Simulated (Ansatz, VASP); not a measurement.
# One calculation of MgC, two programs

Contents of INCAR:

```
SYSTEM = MgC
ALGO = Normal
EDIFF = 1E-7
ENCUT = 520
GGA = PE
ISIF = 2
ISMEAR = 0
LASPH = .True.
LCHARG = .False.
LREAL = .False.
LWAVE = .False.
NBANDS = 14
NELM = 60
PREC = Accurate
SIGMA = 0.1
```

KPOINTS

```
k-points
0
Gamma
  4 6 4
  0 0 0
```

Contents of POSCAR:

```
MgC
1.0
    4.7356152800      0.0000000000      0.0000000000
    0.0000000000      3.1382070800      0.0000000000
    0.0000000000      0.0000000000      4.7464935800
Mg C
2 2
Direct
    0.7500000000      0.5000000000      0.2541110000
    0.2500000000      0.5000000000      0.7458890000
    0.2500000000      0.0000000000      0.2395320000
    0.7500000000      0.0000000000      0.7604680000
```

Input for Ansatz:

```yaml
crystal:
  lattice:
    - [4.73561528, 0.0, 0.0]
    - [0.0, 3.13820708, 0.0]
    - [0.0, 0.0, 4.74649358]
  atoms:
    - { symbol: Mg, position: [0.75, 0.5, 0.254111] }
    - { symbol: Mg, position: [0.25, 0.5, 0.745889] }
    - { symbol: C, position: [0.25, 0.0, 0.239532] }
    - { symbol: C, position: [0.75, 0.0, 0.760468] }
basis:
  ecutwfc: 420
kpoints:
  mp_grid: { grid: [4, 6, 4] }
hamiltonian:
  xc: pbe
scf:
  occupations: { method: gaussian, width: 0.1 }
  lower_state_search: "off"
output:
  forces: true
  stress: true
  eigenvalues: true
```

Change from the starting cell: species swapped into the ZrRh type (Pmma, No. 51).

Alike in both runs: task single point; functional PBE; k mesh 4 × 6 × 4; occupations gaussian, width 0.1 eV; no spin polarisation.

```csv
,VASP,Ansatz
version,VASP 6.6.1,Ansatz 0.2.0
potentials or method,"VASP PAW PBE potentials, release 64 (Mg, C)","scalar-relativistic, plane waves, PAW"
plane-wave cutoff (eV),520,420
valence electrons in the cell,12,28
```

Ansatz gave:

* gap on the k mesh at the Fermi level (eV): none
* pressure (GPa): -19.6
* largest component of the traceless stress (GPa): 2.45
* rms of the force components (eV/Å): 0.055

Task: Estimate VASP's values.

Result: gap on the k mesh at the Fermi level (eV): none; pressure (GPa): -19.7; largest component of the traceless stress (GPa): 2.45; rms of the force components (eV/Å): 0.055.

Atom by atom the forces differ by 0.000 eV/Å (rms over components). A gap of «none» marks a metal or a gap that the smearing closes. With one functional, cell and mesh, what is left measures potentials, basis and numerics. The two sets of potentials don't hold the same shells in valence.

Caveats: so large a pressure means that the cell lies far from this level's equilibrium, or that cutoff or potentials fall short (VASP).
